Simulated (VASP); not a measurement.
GaN (space group P6_3mc): the measured cell of entry 7234259 of the Crystallography Open Database is

GaN has the hexagonal space group P6₃mc (No. 186), the wurtzite structure, Pearson symbol hP4. Lattice parameters: a = 3.197 Å, b = 3.197 Å, c = 5.207 Å, α = 90.00°, β = 90.00°, γ = 120.00°. Ga on 2b is surrounded by 4 N at 1.953–1.966 Å (tetrahedral). N on 2b is surrounded by 4 Ga at 1.953–1.966 Å (tetrahedral). (Neighbours: up to the widest gap in distance over summed covalent radii, below 1.35, at either atom; cation-cation and far metal-metal contacts left out.)

Computed with PBEsol GGA, VASP's PBE PAW potentials (set 64) (plane waves; VASP). Settings: 520 eV cut-off, 9×9×5 Γ-centred mesh, tetrahedra with Blöchl corrections, potentials Ga_d N.

The calculation is for a static lattice at zero pressure; the measurement, whose temperature isn't given here, holds thermal and zero-point expansion. The entry's conditions were not checked, so it may have been measured under pressure.

How far does the relaxed conventional cell lie from the measured one?

```tsv
	measured	computed	difference
a (Å)	3.197	3.182	-0.5 %
c (Å)	5.207	5.181	-0.5 %
V (Å³/atom)	11.52	11.36	-1.4 %
```

The structure comes from a measured GaN entry (P6_3mc) of the Crystallography Open Database, whose conditions weren't checked. It was relaxed first. Symmetry was kept, so distortions that lower it aren't found.
